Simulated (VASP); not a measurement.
Data:

```xyz
2
Lattice="0.0000 2.5057 2.3769 2.4963 0.0000 2.3769 2.4963 2.5057 0.0000" Properties=species:S:1:pos:R:3 pbc="T T T"
Na     0.0000     0.0000     0.0000
H      2.5974     2.5057     2.3769
```

All values below come from PBE GGA, VASP's PBE PAW potentials (set 64) (plane waves; VASP). Settings: 400 eV cut-off, KSPACING 0.6 per Å, Gaussian smearing of 0.050 eV, potentials Na_pv H.

**Question.** What does the run give for the energy per atom (σ→0), pressure?

**Answer.** 
The energy per atom (σ→0) comes out as -2.537 eV/atom and the pressure is -1.41 GPa.

Total energies compare only between runs with the same potentials, cut-off and functional.

The compound is NaH in the rock salt structure. The cell was not relaxed at this level, atoms are displaced from their ideal sites. The run is one of a series of settings (KGAMMA = .TRUE., KSPACING = 0.6, KPOINTS file removed against the base run), some of them coarse on purpose.
